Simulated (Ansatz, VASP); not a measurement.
## BaNaH6Ir: VASP beside Ansatz

Aim: how closely do two programs agree when they are given the same cell, functional and k mesh? The cell is taken from a series of runs on this material, whose earlier steps may have relaxed, scaled, displaced or heated it; both programs get it as it stands.

Calculated with Ansatz 0.2.0; plane waves, with VASP 6.6.1 beside it; dielectric response at LDA.

## (1) Set-up

Symmetry: F-43m, No. 216, cubic system. The conventional cell has a = 7.845 Å, b = 7.845 Å, c = 7.845 Å, α = 90.00°, β = 90.00°, γ = 90.00°. Nearest to Na lie 12 H at 2.79 Å. Ba has 12 H at 2.79 Å nearest. Nearest to H lie 1 Ir at 1.69 Å and 4 H at 2.39 Å and 2 Ba at 2.79 Å and 2 Na at 2.79 Å. Nearest to Ir lie 6 H at 1.69 Å. Farther neighbours are not listed.

## (2) Ansatz: dielectric response, LDA

Ansatz runs on its default PAW (the set named soft_2) files.

The response to a field tests empty states and converges slowly with the mesh.

The input, input.yaml:

```yaml
crystal:
  lattice:
    - [0.0, 3.922549, 3.922549]
    - [3.922549, 0.0, 3.922549]
    - [3.922549, 3.922549, 0.0]
  atoms:
    - { symbol: Na, position: [0.25, 0.25, 0.25] }
    - { symbol: Ba, position: [0.75, 0.75, 0.75] }
    - { symbol: H, position: [0.784973, 0.215027, 0.215027] }
    - { symbol: H, position: [0.215027, 0.784973, 0.215027] }
    - { symbol: H, position: [0.784973, 0.784973, 0.215027] }
    - { symbol: H, position: [0.215027, 0.784973, 0.784973] }
    - { symbol: H, position: [0.784973, 0.215027, 0.784973] }
    - { symbol: H, position: [0.215027, 0.215027, 0.784973] }
    - { symbol: Ir, position: [0.0, 0.0, 0.0] }
kpoints:
  mp_grid: { grid: [6, 6, 6] }
hamiltonian:
  xc: lda
scf:
  occupations: { method: fixed }
dielectric: {}
```

Started as:

```console
ansatz run input.yaml --threads 4 --pin off --max-ram 5529MiB --backend cpu --events-out ev --progress --plain --runs-dir out
```

Numbers of over 12 decimals in the logs are rounded to 6 here.

Log:

```text
Engine: ansatz 0.2.0, x86_64-unknown-linux-gnu
Pseudopotentials: kind: paw
Pseudopotential: Na, paw, valence charge 9, recommended cutoff 420 eV (normal), Na.paw.azcp
Pseudopotential: Ba, paw, valence charge 10, recommended cutoff 420 eV (normal), Ba.paw.azcp
Pseudopotential: H, paw, valence charge 1, recommended cutoff 420 eV (normal), H.paw.azcp
Pseudopotential: Ir, paw, valence charge 17, recommended cutoff 420 eV (normal), Ir.paw.azcp
Functional definition: SPW92
  exchange = slater_x
  correlation = pw_c
Crystal: 9 atoms, lattice volume = 120.708 Å³
Basis set: ecut = 420 eV, 2397 PW (Γ), exchange–correlation on 80×80×80 points (8 copies of the dense FFT grid, shifted against one another)
Bands: 30, of which v1, the nominal top of the filled ones, is band 21 counted from 1 (20 counted from 0)
Symmetry: 24 space group operations
k-points: 46 of 216 (irreducible under 4 space group operations, time reversal used)
Non-local potential: Na, projectors of the file, l = 0: 3, l = 1: 2, l = 2: 1
Non-local potential: Ba, projectors of the file, l = 0: 3, l = 1: 2, l = 2: 2, l = 3: 2
Non-local potential: H, projectors of the file, l = 0: 2, l = 1: 1
Non-local potential: Ir, projectors of the file, l = 0: 3, l = 1: 2, l = 2: 2, l = 3: 1
PAW form: soft (Blöchl's): semilocal exchange-correlation on the pseudo side does not see the compensation charge
PAW frozen core: Na, regenerated for the run's functional, and the local potential with it (the file was generated under x = pbe(κ = 0.804, μ = 0.219515), c = pbe(β = 0.066725))
PAW frozen core: Ba, regenerated for the run's functional, and the local potential with it (the file was generated under x = pbe(κ = 0.804, μ = 0.219515), c = pbe(β = 0.066725))
PAW frozen core: Ir, regenerated for the run's functional, and the local potential with it (the file was generated under x = pbe(κ = 0.804, μ = 0.219515), c = pbe(β = 0.066725))
PAW one-centre angular grid: Na, 110 points (default); XC on 64 Gauss nodes
PAW one-centre angular grid: Ba, 194 points (default); XC on 64 Gauss nodes
PAW one-centre angular grid: H, 110 points (default); XC on 64 Gauss nodes
PAW one-centre angular grid: Ir, 590 points (default); XC on 64 Gauss nodes
Initial density: superposition of atomic densities (neutral atoms: chi_scale 0, normalization atom), corrected by the library's trained network
Initial wavefunctions: pseudopotential atomic-orbital guess
Functional: x = slater, c = lda
SCF iter   1: F=—  HF=-19008.311485 eV  |F-HF|=—  |Δ(HF+E_count)|=         —  Δρ=1.11e-2  dr2=1.14e-1  ethr=1.77e-3  ⟨swp⟩=4.6  Hψ=5388  notcnv=0  defer=284
preconditioner: auto → Resta (q_TF=auto, 2.288 Å⁻¹)  ε∞=3.6  [insulator: Δε(μ)=2.989 eV  Ē_g=10.336 eV  n_scr=26 (ndim 8)  ℏωp=16.6 eV  f_vac=0.059  ε∞_Penn≈3.6]
SCF iter   2: F=—  HF=-19008.278471 eV  |F-HF|=—  |Δ(HF+E_count)|=   3.30e-2  Δρ=4.99e-3  dr2=3.86e-2  ethr=2.71e-4  ⟨swp⟩=2.9  Hψ=2455  notcnv=0  defer=315
SCF iter   3: F=—  HF=-19008.269297 eV  |F-HF|=—  |Δ(HF+E_count)|=   9.17e-3  Δρ=2.85e-3  dr2=1.46e-2  ethr=9.19e-5  ⟨swp⟩=2.9  Hψ=1836  notcnv=0  defer=317
SCF iter   4: F=—  HF=-19008.266432 eV  |F-HF|=—  |Δ(HF+E_count)|=   2.86e-3  Δρ=5.66e-4  dr2=3.13e-4  ethr=3.47e-5  ⟨swp⟩=2.0  Hψ=1724  notcnv=0  defer=319
SCF iter   5: F=—  HF=-19008.266468 eV  |F-HF|=—  |Δ(HF+E_count)|=   3.57e-5  Δρ=1.60e-4  dr2=5.05e-5  ethr=7.46e-7  ⟨swp⟩=2.2  Hψ=1765  notcnv=0  defer=316
SCF iter   6: F=—  HF=-19008.266480 eV  |F-HF|=—  |Δ(HF+E_count)|=   1.21e-5  Δρ=3.64e-5  dr2=3.60e-6  ethr=1.20e-7  ⟨swp⟩=2.0  Hψ=1800  notcnv=0  defer=175
SCF iter   7: F=—  HF=-19008.266479 eV  |F-HF|=—  |Δ(HF+E_count)|=   4.22e-7  Δρ=9.56e-6  dr2=2.45e-7  ethr=8.58e-9  ⟨swp⟩=2.0  Hψ=1986  notcnv=0  defer=141
SCF iter   8: F=—  HF=-19008.266479 eV  |F-HF|=—  |Δ(HF+E_count)|=   3.27e-8  Δρ=2.83e-6  dr2=2.29e-8  ethr=5.84e-10  ⟨swp⟩=2.4  Hψ=1927  notcnv=0  defer=141
SCF iter   9: F=—  HF=-19008.266479 eV  |F-HF|=—  |Δ(HF+E_count)|=   2.65e-9  Δρ=6.10e-7  dr2=1.22e-9  ethr=5.46e-11  ⟨swp⟩=2.0  Hψ=1555  notcnv=0  defer=141
SCF iter  10: F=-19008.266479 eV  HF=-19008.266479 eV  |F-HF|=3.64e-12  |Δ(HF+E_count)|=  1.78e-10  Δρ=6.02e-8  dr2=5.94e-12  ethr=1.00e-12  ⟨swp⟩=11.1  Hψ=8460  notcnv=0
SCF 1 converged in 10 iterations: F = -19008.266479 eV  dr2 = 5.94e-12
  greatest PAW one-centre occupation: 1.000 electrons in one spin orbital (limit 2), on the Ir atom at site 8 (counted from 0), in its partial waves of l = 0
NSCF: frozen V_eff on 2 k-points
DFPT response loops at Γ: preconditioner auto → none (the input reference at scf.mixing.eps_inf says where Resta's filter doesn't serve); β = 0.50; Broyden in place of MSR1
SCF converged after 10 iterations
Free energy (F): -19008.266479 eV
Harris-Foulkes:  -19008.266479 eV  (|F-HF|=3.64e-12)
Internal energy: -19008.266479 eV  (E = F + TS)
E sigma→0 (E₀):  -19008.266479 eV
Fermi energy:    3.870299 eV
--- Per-component energies (eV) ---
  E_band       = -674.887793
  E_kinetic    = 990.197010
  E_local      = -4471.851270  (includes V_loc(G=0)·N_el)
  E_nonlocal   = 262.732366
  E_hartree    = 1709.517869
  E_xc         = -524.641865
  E_vxc        = -554.764572  (∫ρ·V_xc dr)
  E_paw        = -14257.883659  (= ΣΔE_a)
  E_vpaw       = -320.230459  (= ΣTr[D̂ρ^β])
  E_aug_tail   = -0.006637  (compensation charges beyond the density's cutoff)
  E_ewald      = -2717.165299
  E_core_change = 0.835008  (= ΣΔE_core)
  E_smearing   = -0.000000  (= −TS)
  E_closure    = 0.000000  (closes the sum)
  Σ components = -19008.266479   (vs F -19008.266479, Δ=0.00e0)
--- Band table (eV; the first three rows and the last of 46) ---
  k-point 0: bands = [... 17 lower, 2.7654, 3.8703, 3.8703, 3.8703, 8.1635, 9.0399, 9.0399, 10.6714, ... 5 higher]
  k-point 1: bands = [... 17 lower, 2.8865, 3.8088, 3.8510, 3.8510, 8.6422, 8.7933, 8.7933, 10.2545, ... 5 higher]
  k-point 2: bands = [... 17 lower, 3.1318, 3.6977, 3.8187, 3.8187, 8.5951, 8.5951, 9.1518, 9.7581, ... 5 higher]
  k-point 45: bands = [... 17 lower, 3.2477, 3.7618, 3.8215, 3.8350, 7.5353, 8.8323, 9.3720, 9.5444, ... 5 higher]
--- Dielectric response (ions clamped): 1 representative field direction + reference, on 46 of 216 k-points (Σ response iterations 9) ---
  k mesh reduced under 4 symmetry operations, with k and −k counted as one. Each operation leaves every solved perturbation unchanged. A smaller set is not considered because the run solves the response to a homogeneous field
  ε∞ (high-frequency dielectric tensor):
        3.835887     0.000000     0.000000
       -0.000000     3.835887     0.000000
        0.000000     0.000000     3.835887
  Born effective charges Z* (e; rows j = field, columns β = displacement):
    site 0:
         1.09842    0.00000    0.00000
        -0.00000    1.09842    0.00000
         0.00000   -0.00000    1.09842
    site 1:
         2.29376    0.00000    0.00000
        -0.00000    2.29376    0.00000
         0.00000   -0.00000    2.29376
    site 2:
        -0.94918    0.00000    0.00000
        -0.00000    0.09172    0.11172
         0.00000    0.11172    0.09172
    site 3:
         0.09172    0.00000    0.11172
        -0.00000   -0.94918   -0.00000
         0.11172    0.00000    0.09172
    site 4:
         0.09172   -0.11172    0.00000
        -0.11172    0.09172    0.00000
         0.00000   -0.00000   -0.94918
    site 5:
        -0.94918    0.00000    0.00000
        -0.00000    0.09172   -0.11172
         0.00000   -0.11172    0.09172
    site 6:
         0.09172    0.00000   -0.11172
        -0.00000   -0.94918    0.00000
        -0.11172    0.00000    0.09172
    site 7:
         0.09172    0.11172    0.00000
         0.11172    0.09172   -0.00000
        -0.00000   -0.00000   -0.94918
    site 8:
        -1.86070    0.00000    0.00000
        -0.00000   -1.86070    0.00000
         0.00000   -0.00000   -1.86070
  Z* charge neutrality: 3.673e-6 e pre-enforcement
  k-mesh period / interband length: 33.3 Å / 1.48 Å = 22.52 at k = (-0.5000, 0.0000, -0.5000), direct gap 3.033 eV — 14 or more, which is no proof of convergence
```

[end of part 1 of 2]

[Lines on the potential files, build, host, timing and source positions are cut from VASP's logs without a mark.]

[Logs are printed without paths, hosts, clocks, repeated set-up lines and the standing remarks that a program may print on its own settings, such as how far it seeks lower states.]

[Hosts, paths, dates, database ids (printed as entryN), source tags and the programs' standing remarks are cut or masked in the printed files.]
